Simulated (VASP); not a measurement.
A convergence study with VASP on ZnO (wurtzite): one setting is varied, all else stays as given below, so the limit is that of these other settings. Each run relaxes cell and ions from the cell shown.

```
CELL_PARAMETERS angstrom
      1.62500    -2.81458     0.00000
      1.62500     2.81458     0.00000
      0.00000     0.00000     5.21000
ATOMIC_POSITIONS crystal
  Zn 0.66667 0.33333 0.50000
  Zn 0.33333 0.66667 0.00000
  O  0.66667 0.33333 0.88200
  O  0.33333 0.66667 0.38200
```

All values below come from PBEsol GGA, VASP's PBE PAW potentials (set 64) (plane waves; VASP). The tightest run used: 700 eV cut-off, 12×12×7 Γ-centred mesh, Gaussian smearing of 0.050 eV, potentials Zn O.

```json
[
 {"setting": "2×2×1 mesh", "relaxed volume (Å³/atom)": "10.894", "E (eV/atom)": "-4.8188", "irreducible k-points": "2"},
 {"setting": "3×3×2 mesh", "relaxed volume (Å³/atom)": "11.864", "E (eV/atom)": "-4.8223", "irreducible k-points": "6"},
 {"setting": "4×4×2 mesh", "relaxed volume (Å³/atom)": "11.841", "E (eV/atom)": "-4.8472", "irreducible k-points": "8"}
]
```

Problem. These are the cheaper rows. Estimate the results at 12×12×7 mesh, and how far the last row shown lies from them.

Solution. 
```tsv
quantity	tightest run	last row shown is off by
relaxed volume (Å³/atom)	11.845	-0.005
E (eV/atom)	-4.8551	0.0079
```

Left out are rungs that failed or repeat a setting and relaxations that didn't move; long series are thinned to 24 rows.

The compound is ZnO in the wurtzite structure.
